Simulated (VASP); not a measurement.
A run of VASP 6.6.1 is set up as follows.

INCAR

```
SYSTEM = Ag3SF
PREC     = Accurate       ! precision mode
ENCUT    = 520            ! plane-wave cutoff, eV
EDIFF    = 1E-7           ! SCF threshold, eV
ISMEAR   = 0              ! smearing method
SIGMA    = 0.05           ! smearing width, eV
LREAL    = .False.        ! projectors in reciprocal space
LASPH    = .True.         ! aspherical terms in the spheres
NELM     = 60             ! most SCF steps
ALGO     = Normal         ! electronic algorithm
ISIF     = 2              ! what is computed and relaxed
LWAVE    = .False.        ! write WAVECAR
LCHARG   = .False.        ! write CHGCAR
GGA      = CA             ! functional
NBANDS   = 31             ! bands
```

The input KPOINTS:

```
regular mesh
0
Gamma
  4 4 4
  0 0 0
```

The input POSCAR:

```
Ag3SF
1.0
    4.3916874950      0.0000000000      0.0000000000
    0.0000000000      4.3916874950      0.0000000000
    0.0000000000      0.0000000000      4.3916874950
S F Ag
1 1 3
Direct
    0.0000000000      0.0000000000      0.0000000000
    0.5000000000      0.5000000000      0.5000000000
    0.5000000000      0.5000000000      0.0000000000
    0.5000000000      0.0000000000      0.5000000000
    0.0000000000      0.5000000000      0.5000000000
```

Potentials or basis: VASP PAW LDA potentials, release 64 (S, F, Ag).

Launch:

```bash
$ cat potpaw_LDA.64/S/POTCAR potpaw_LDA.64/F/POTCAR potpaw_LDA.64/Ag/POTCAR > POTCAR
$ mpirun -np 1 vasp_std > vasp.out
```

Problem. Estimate the pressure.

Solution. 0.4 GPa.

Problem. What does it give for the band gap on the k mesh?

Solution. None (metal or under the smearing width).
